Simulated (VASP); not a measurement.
VASP runs on Y share one base input (PBEsol GGA, plane waves, VASP's PBE PAW potentials (set 64)) and change the settings named in each case.

POSCAR:
```
Y
1
    6.4037530000     0.0000000000     0.0000000000
    3.2018760000     6.2471250000     0.0000000000
    0.0000000000     0.0000000000    23.8287000000
Y
10
Direct
  0.7496320000   0.1554980000   0.3357300000
  0.1881900000   0.6117160000   0.3722320000
  0.2934140000   0.0679330000   0.4087380000
  0.7319720000   0.5241510000   0.4452400000
  0.8371960000   0.9803690000   0.4817470000
  0.2757540000   0.4365870000   0.5182530000
  0.3809790000   0.8928050000   0.5547550000
  0.8195360000   0.3490220000   0.5912620000
  0.9247610000   0.8052400000   0.6277640000
  0.3633190000   0.2614580000   0.6642700000
```

**KPOINTS**
```
Automatic mesh
0
Gamma
5 5 1
0 0 0
```

### INCAR
```
# general
SYSTEM   =  Y
PREC     =  Accurate
ENCUT    =  300
LREAL    =  .False.
LASPH    =  .True.

# electronic loop
EDIFF    =  1E-6
NELM     =  100
ALGO     =  Normal
LMAXMIX  =  4

# smearing
ISMEAR   =  -1
SIGMA    =  0.1

# functional
GGA      =  PS

# ions
ISIF     =  2

# output
LWAVE    =  .False.
LCHARG   =  .False.

# other
LDIPOL   =  .True.
IDIPOL   =  3
DIPOL    =  0.5 0.5 0.5
```

POTCAR, in this order: Y_sv (PBE.64 set). Program: vasp_std.

```
change                       E(σ→0) (eV/atom)  largest force (eV/Å)  −TS (eV)
---------------------------  ----------------  --------------------  --------
base run                              -6.1355                 0.761   -0.7611
NBANDS = 55                           -6.1319                 0.787    0.0000
NBANDS = 56 (not converged)           -6.1402                 0.766   -0.4216
NBANDS = 59                           -6.1365                 0.763   -0.7270
NBANDS = 63                           -6.1355                 0.761   -0.7605
NBANDS = 71                           -6.1355                 0.761   -0.7612
NBANDS = 87                           -6.1355                 0.761   -0.7612
NBANDS = 119                          -6.1355                 0.761   -0.7612
```
 Energies of different potentials or functionals have different zeros.  The cell holds a wide vacuum, so values per volume refer to the whole cell.

Left out are runs that ran out of time, are held back, or changed the cell or the kind of run, fixed moments of cells without a moment, rows past the twelfth, gaps on odd meshes, pressures of charged cells and columns that move by less than the noise.

The cell is a sheet or thin cut with vacuum, built from a database entry that may be metastable or hypothetical.
